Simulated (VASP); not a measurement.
All values below come from r2SCAN+rVV10, VASP's PBE PAW potentials (set 64) (plane waves; VASP).

The input files of a VASP run:

**INCAR**
```
SYSTEM = Lu
PREC = Accurate; ENCUT = 520; LREAL = .FALSE.
LASPH = .TRUE.
EDIFF = 1E-7; NELM = 100; ALGO = Normal
LMAXMIX = 6; LMIXTAU = .TRUE.
ISMEAR = 1; SIGMA = 0.1
METAGGA = R2SCAN; LUSE_VDW = .TRUE.; BPARAM = 11.95
CPARAM = 0.0093
IBRION = 2; NSW = 30; ISIF = 4
EDIFFG = -0.01
LWAVE = .FALSE.; LCHARG = .FALSE.
```

### POSCAR
```
Lu
1.0
  1.7836403663  -3.0893558252   0.0000000000
  1.7836403663   3.0893558252   0.0000000000
  0.0000000000   0.0000000000   5.5572337634
Lu
2
Cart
  1.7836403663   1.0297873346   1.3893084409
  1.7836403663  -1.0297873346   4.1679253226
```

KPOINTS:
```
kpoints
0
G
 12 12 7
```

POTCAR, in this order: Lu_3 (PBE.64 set). Program: vasp_std.

Q: What does the run give for the energy per atom (σ→0), pressure, band gap (on the k-mesh)?

A: 
```yaml
energy per atom (σ→0): -37827 meV/atom
band gap (on the k-mesh): none (metal, semimetal or under 0.01 eV)
pressure: -2.54 GPa
```

OSZICAR:
```
...
DAV:  19    -0.756542012855E+02    0.11520E-04   -0.77382E-06  3159   0.306E-02    0.189E-02
DAV:  20    -0.756542094249E+02   -0.81394E-05   -0.41890E-06  3367   0.269E-02    0.364E-03
DAV:  21    -0.756542074406E+02    0.19843E-05   -0.21520E-06  3400   0.207E-02    0.676E-03
DAV:  22    -0.756542115707E+02   -0.41301E-05   -0.37223E-07  2593   0.884E-03    0.312E-04
DAV:  23    -0.756542108676E+02    0.70309E-06   -0.33486E-08  1528   0.684E-03    0.315E-04
DAV:  24    -0.756542109782E+02   -0.11059E-06   -0.15380E-08  1498   0.394E-03    0.118E-04
DAV:  25    -0.756542109742E+02    0.40041E-08   -0.11508E-08  1473   0.407E-03
   1 F= -.75654211E+02 E0= -.75654618E+02  d E =-.756542E+02
```

The compound is Lu in the hcp structure. This cell is one point of a volume scan, at 1.06 of the reference volume.
